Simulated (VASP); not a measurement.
Level of theory: LDA (Ceperley-Alder, Perdew-Zunger), VASP's LDA PAW potentials (set 64) (plane waves; VASP).

Input for VASP

**POSCAR**
```
TiB2
1
    1.4701503998    -2.5463752170    -0.0000000000
    1.4701503998     2.5463752170     0.0000000000
    0.0000000000    -0.0000000000     3.0776853152
Ti B
1 2
Direct
  0.0000000000   0.0000000000   0.0000000000
  0.3333330000   0.6666670000   0.5000000000
  0.6666670000   0.3333330000   0.5000000000
```

### INCAR
```
# general
SYSTEM  = TiB2
PREC    = Accurate
ENCUT   = 620   # plane-wave cut-off (eV)
LREAL   = .FALSE.   # projection in real space or not
LASPH   = .TRUE.   # aspherical one-centre terms

# electronic loop
EDIFF   = 1E-6
NELM    = 100
ALGO    = Normal   # blocked Davidson
LMAXMIX = 4

# smearing
ISMEAR  = 1
SIGMA   = 0.1   # width (eV)

# ions
IBRION  = 2   # conjugate gradients
NSW     = 40
ISIF    = 3   # ions, shape and volume
EDIFFG  = -0.02   # ionic stop
PSTRESS = 200

# output
LWAVE   = .FALSE.
LCHARG  = .FALSE.
```

KPOINTS:
```
Automatic
0
G
12 12 10
0 0 0
```

POTCAR, in this order: Ti_sv B (LDA.64 set). Program: vasp_std.

Problem. What will the output report for the number of irreducible k-points (NKPTS), largest plane-wave count, number of space-group operations, FFT grid (NGX, NGY, NGZ)?

Solution. 
number of irreducible k-points (NKPTS): 114
largest plane-wave count: 828
number of space-group operations: 24
FFT grid (NGX, NGY, NGZ): 24 × 24 × 28

The compound is TiB2 in the AlB2 type structure. It was relaxed first under an external pressure of 20 GPa.
